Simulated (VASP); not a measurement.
Calculation: MS2 meta-GGA, VASP's PBE PAW potentials (set 64) (plane waves; VASP).

The input files of a VASP run:

File KPOINTS:
```
Automatic mesh
0
Gamma
13 13 7
0 0 0
```

File KPOINTS_OPT:
```
k-points along high-symmetry lines
6
Line-mode
Reciprocal
  0.000000   0.000000   0.000000 ! GAMMA
  0.000000   0.500000   0.000000 ! M

  0.000000   0.500000   0.000000 ! M
 -0.333333   0.666667   0.000000 ! K

 -0.333333   0.666667   0.000000 ! K
  0.000000   0.000000   0.000000 ! GAMMA

  0.000000   0.000000   0.000000 ! GAMMA
  0.000000   0.000000   0.500000 ! A

  0.000000   0.000000   0.500000 ! A
  0.000000   0.500000   0.500000 ! L

  0.000000   0.500000   0.500000 ! L
 -0.333333   0.666667   0.500000 ! H

 -0.333333   0.666667   0.500000 ! H
  0.000000   0.000000   0.500000 ! A

  0.000000   0.500000   0.500000 ! L
  0.000000   0.500000   0.000000 ! M

 -0.333333   0.666667   0.500000 ! H
 -0.333333   0.666667   0.000000 ! K
```

INCAR:
```
! general
SYSTEM  = Gd
PREC    = Accurate
ENCUT   = 520
LREAL   = .False.
LASPH   = .True.

! electronic loop
EDIFF   = 1E-7
NELM    = 100
ALGO    = Normal
LMAXMIX = 6
LMIXTAU = .True.

! smearing
ISMEAR  = -5

! functional
METAGGA = MS2

! ions
ISIF    = 2

! output
LWAVE   = .False.
LCHARG  = .False.
LORBIT  = 11
NEDOS   = 601
```

### POSCAR
```
Gd
11.2348130
  0.1596858589  -0.2765840023   0.0000000000
  0.1596858589   0.2765840023   0.0000000000
  0.0000000000   0.0000000000   0.4999999834
Gd
2
Cartesian
  0.1596858589   0.0921948518   0.1249999958
  0.1596858589  -0.0921948518   0.3749999875
```

POTCAR, in this order: Gd_3 (PBE.64 set). Program: vasp_std.

Output

**OSZICAR**
```
       N       E                     dE             d eps       ncg     rms          rms(c)
DAV:   1     0.576502870491E+02    0.57650E+02   -0.90088E+03  2184   0.127E+03
DAV:   2     0.953798471535E+01   -0.48112E+02   -0.47042E+02  2379   0.246E+02
DAV:   3     0.775154324702E+01   -0.17864E+01   -0.17046E+01  2913   0.291E+01
DAV:   4     0.771709431332E+01   -0.34449E-01   -0.34174E-01  2722   0.405E+00
DAV:   5     0.771586892466E+01   -0.12254E-02   -0.12228E-02  3309   0.520E-01    0.300E+01
DAV:   6     0.136652361980E+02    0.59494E+01   -0.54313E+00  2184   0.264E+01    0.131E+01
DAV:   7     0.160022956848E+02    0.23371E+01   -0.16999E+00  2314   0.122E+01    0.111E+00
DAV:   8     0.156303566823E+02   -0.37194E+00   -0.37026E-01  2264   0.606E+00    0.269E+00
DAV:   9     0.156458850019E+02    0.15528E-01   -0.15556E-01  2194   0.364E+00    0.112E+00
DAV:  10     0.155665768807E+02   -0.79308E-01   -0.34753E-02  2284   0.176E+00    0.693E-01
DAV:  11     0.155755498389E+02    0.89730E-02   -0.45203E-02  2194   0.220E+00    0.552E-01
DAV:  12     0.155699890445E+02   -0.55608E-02   -0.35727E-03  2724   0.684E-01    0.156E-01
DAV:  13     0.155655352847E+02   -0.44538E-02   -0.90736E-03  2199   0.102E+00    0.178E-01
DAV:  14     0.155627255283E+02   -0.28098E-02   -0.55797E-03  2194   0.741E-01    0.140E-01
DAV:  15     0.155627671184E+02    0.41590E-04   -0.16058E-04  2822   0.986E-02    0.137E-01
DAV:  16     0.155627590943E+02   -0.80241E-05   -0.34009E-05  2389   0.513E-02    0.128E-01
DAV:  17     0.155627219400E+02   -0.37154E-04   -0.53150E-04  2204   0.211E-01    0.375E-02
DAV:  18     0.155626518709E+02   -0.70069E-04   -0.30164E-04  2204   0.189E-01    0.431E-02
DAV:  19     0.155626517082E+02   -0.16269E-06   -0.19588E-06  2943   0.115E-02    0.444E-02
DAV:  20     0.155626514840E+02   -0.22415E-06   -0.30773E-07  2469   0.634E-03    0.491E-02
DAV:  21     0.155626534211E+02    0.19371E-05   -0.67328E-06  2254   0.222E-02    0.408E-02
DAV:  22     0.155626323667E+02   -0.21054E-04   -0.48245E-05  2214   0.801E-02    0.320E-02
DAV:  23     0.155626290147E+02   -0.33520E-05   -0.16273E-06  2429   0.127E-02    0.316E-02
DAV:  24     0.155626289205E+02   -0.94236E-07   -0.39692E-07  2339   0.724E-03
   1 F= 0.15562629E+02 E0= 0.15562629E+02  d E =0.000000E+00
       N       E                     dE             ncg
```

File OUTCAR:
```
------------------------ aborting loop because EDIFF is reached ----------------------------------------
  FORCE on cell =-STRESS in cart. coord.  units (eV):
  Direction    XX          YY          ZZ          XY          YZ          ZX
  --------------------------------------------------------------------------------------
  Total       -0.1625478     -0.1625478      0.0368160      0.0000000      0.0000000      0.0000000
  in kB       -4.1581545     -4.1581539      0.9417944      0.0000000      0.0000000      0.0000000
  external PRESSURE =      -2.4581713 kB  Pullay stress =       0.0000000 kB
  volume of cell :       62.63
      direct lattice vectors                 reciprocal lattice vectors
     1.794040763 -3.107369545  0.000000000     0.278700468 -0.160907801  0.000000000
     1.794040763  3.107369545  0.000000000     0.278700468  0.160907801  0.000000000
     0.000000000  0.000000000  5.617406313     0.000000000  0.000000000  0.178018100
 POSITION                                       TOTAL-FORCE (eV/Angst)
 -----------------------------------------------------------------------------------
      1.79404      1.03579      1.40435         0.000000     -0.000000      0.000000
      1.79404     -1.03579      4.21305        -0.000000      0.000000      0.000000
 -----------------------------------------------------------------------------------
    total drift:                                0.000000      0.000124     -0.000010
  FREE ENERGIE OF THE ION-ELECTRON SYSTEM (eV)
  ---------------------------------------------------
  free  energy   TOTEN  =        15.5626289205 eV

  energy  without entropy=       15.5626289205  energy(sigma->0) =       15.56262892

 total charge

# of ion       s       p       d       tot
------------------------------------------
    1        0.324   6.243   1.212   7.779
    2        0.324   6.243   1.212   7.779
--------------------------------------------------
tot          0.648  12.487   2.423  15.558
```
(Selected blocks of OUTCAR.)

**OUTCAR**
```
 val. band max:        3.4243446506   @ k =   0.2308   0.2308   0.4286

 cond. band min:       3.3951171158   @ k =   0.3077   0.1538   0.1429


 Fermi energy:         3.3809502367

 k-point     1 :       0.0000    0.0000    0.0000
  band No.  band energies     occupation
      1     -18.9267      2.00000
      2     -18.1571      2.00000
      3     -18.1571      2.00000
      4     -18.0117      2.00000
      5     -18.0117      2.00000
      6     -17.9446      2.00000
      7      -1.5233      2.00000
      8       1.1938      2.00000
      9       5.1001      0.00000
     10       5.1396      0.00000
     11       5.1396      0.00000
     12       5.5114      0.00000
     13       5.8784      0.00000

 k-point     2 :       0.0769   -0.0000    0.0000
  band No.  band energies     occupation
      1     -18.9097      2.00000
      2     -18.1931      2.00000
      3     -18.1693      2.00000
      4     -18.0501      2.00000
      5     -18.0160      2.00000
      6     -17.9528      2.00000
      7      -1.3698      2.00000
      8       1.3392      2.00000
      9       4.7635      0.00000
     10       4.8568      0.00000
     11       5.2853      0.00000
     12       5.7013      0.00000
     13       5.8069      0.00000

 k-point     3 :       0.1538   -0.0000    0.0000
  band No.  band energies     occupation
      1     -18.8604      2.00000
      2     -18.2927      2.00000
      3     -18.2021      2.00000
      4     -18.1533      2.00000
      5     -18.0289      2.00000
      6     -17.9774      2.00000
      7      -0.9328      2.00000
      8       1.7268      2.00000
      9       4.1991     -0.00203
     10       4.2571      0.00000
     11       5.3265      0.00000
     12       5.7158      0.00000
     13       5.8815      0.00000

 k-point     4 :       0.2308   -0.0000    0.0000
  band No.  band energies     occupation
      1     -18.7847      2.00000
      2     -18.4331      2.00000
      3     -18.2914      2.00000
...
```

The 4f electrons are frozen in the core of the lanthanide potential, so 4f levels, which can set the real gap, and their magnetism are missing. For a metal the tetrahedron method with Blöchl corrections gives inexact stress and forces.

The compound is Gd in the hcp structure. It was relaxed first, which changed the volume by -5 %.
